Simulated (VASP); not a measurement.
Wanted: the native input for a VASP 6.6.1 run.

* Task: relaxation of the atoms
* Functional: PBEsol
* Potentials or basis: VASP PAW PBE potentials, release 64 (Co, Al, N)
* Cutoff: 450 eV
* k mesh: 3 × 3 × 2
* Occupations: gaussian, width 0.03 eV
* Spin: collinear spin, ferromagnetic start
* Hubbard terms: Co d U = 4 eV
* Dq: 0
* Further INCAR settings: LREAL = Auto; ALGO = Normal; EDIFF = 1e-05; IBRION = 2; EDIFFG = -0.03; NSW = 40

The structure of Al15CoN16 (a cell with a defect) lies in POSCAR:

```
Al15CoN16
1.0
    6.2200008610      0.0000000000      0.0000000000
   -3.1100004305      5.3866787572      0.0000000000
    0.0000000000      0.0000000000      9.9600000000
Co Al N
1 15 16
Direct
    0.3333333333      0.1666666667      0.0000000000
    0.3333333333      0.1666666667      0.5000000000
    0.3333333333      0.6666666667      0.0000000000
    0.3333333333      0.6666666667      0.5000000000
    0.8333333333      0.1666666667      0.0000000000
    0.8333333333      0.1666666667      0.5000000000
    0.8333333333      0.6666666667      0.0000000000
    0.8333333333      0.6666666667      0.5000000000
    0.1666666667      0.3333333333      0.2500000000
    0.1666666667      0.3333333333      0.7500000000
    0.1666666667      0.8333333333      0.2500000000
    0.1666666667      0.8333333333      0.7500000000
    0.6666666667      0.3333333333      0.2500000000
    0.6666666667      0.3333333333      0.7500000000
    0.6666666667      0.8333333333      0.2500000000
    0.6666666667      0.8333333333      0.7500000000
    0.3333333333      0.1666666667      0.1910000000
    0.3333333333      0.1666666667      0.6910000000
    0.3333333333      0.6666666667      0.1910000000
    0.3333333333      0.6666666667      0.6910000000
    0.8333333333      0.1666666667      0.1910000000
    0.8333333333      0.1666666667      0.6910000000
    0.8333333333      0.6666666667      0.1910000000
    0.8333333333      0.6666666667      0.6910000000
    0.1666666667      0.3333333333      0.4410000000
    0.1666666667      0.3333333333      0.9410000000
    0.1666666667      0.8333333333      0.4410000000
    0.1666666667      0.8333333333      0.9410000000
    0.6666666667      0.3333333333      0.4410000000
    0.6666666667      0.3333333333      0.9410000000
    0.6666666667      0.8333333333      0.4410000000
    0.6666666667      0.8333333333      0.9410000000
```

The input as run:

INCAR

```
PREC = Accurate
ENCUT = 450
EDIFF = 1E-5
ISMEAR = 0
SIGMA = 0.03
LREAL = Auto
LASPH = True
NELM = 120
ALGO = Normal
ISIF = 2
LWAVE = False
LCHARG = False
ISPIN = 2
MAGMOM = 4 0 0 0 0 0 0 0 0 0 0 0 0 0 0 0 0 0 0 0 0 0 0 0 0 0 0 0 0 0 0 0
LORBIT = 11
LMAXMIX = 4
LDAU = True
LDAUTYPE = 2
LDAUL = 2 -1 -1
LDAUU = 4 0 0
LDAUJ = 0 0 0
LDAUPRINT = 1
GGA = PS
IBRION = 2
NSW = 40
EDIFFG = -0.03
KPAR = 4
```

KPOINTS

```
Automatic mesh
0
Gamma
  3 3 2
```

Potentials or basis: VASP PAW PBE potentials, release 64 (Co, Al, N).

Run with:

```console
$ cat potpaw_PBE.64/Co/POTCAR potpaw_PBE.64/Al/POTCAR potpaw_PBE.64/N/POTCAR > POTCAR
$ mpirun -np 4 vasp_std > vasp.out
```

It gave:

The energy gained by relaxing is 1.6 meV/atom. The ionic steps are 8, the largest force after relaxing is 0.025 eV/Å and the band gap on the k mesh is none (metal or under the smearing width). The net moment is 4.00 μB per cell, the site moments are Co +2.88; Al +0.00, +0.01; N +0.14, +0.01, +0.15, +0.00 μB and the valence electrons inside the program's atomic spheres are Co 8.21; Al 0.81; N 3.80, 3.84.

Caveat: the k mesh is coarse (spacing up to 0.39 Å⁻¹), so the values aren't converged; the PAW data sets were made with another functional, which shifts forces and pressure a little.

Wall time 10 min on 4 MPI ranks on Intel(R) Xeon(R) Platinum 8488C (Sapphire Rapids), on a shared host, peak memory 0.67 GiB a rank.
